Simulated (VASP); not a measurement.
Data:

```yaml
crystal:
  lattice:
    - [0.00000, 3.06000, 3.06000]
    - [3.06000, 0.00000, 3.06000]
    - [3.06000, 3.06000, 0.00000]
  atoms:
    - { symbol: Pb, position: [0.00000, 0.00000, 0.00000] }
    - { symbol: Se, position: [0.50000, 0.50000, 0.50000] }
```

Method: PBE GGA, VASP's PBE PAW potentials (set 64) (plane waves; VASP). Settings: 350 eV cut-off, 7×7×7 Γ-centred mesh, Gaussian smearing of 0.050 eV, potentials Pb_d Se.

Problem. What does the run give for the energy per atom (σ→0), pressure?

Solution. 
```
Item                            Value
---------------------  --------------
energy per atom (σ→0)  -4.089 eV/atom
pressure                     2.11 GPa
```

The compound is PbSe in the rock salt structure. The cell was not relaxed at this level. The run is one of a series of settings (ENCUT = 350 against the base run), some of them coarse on purpose.
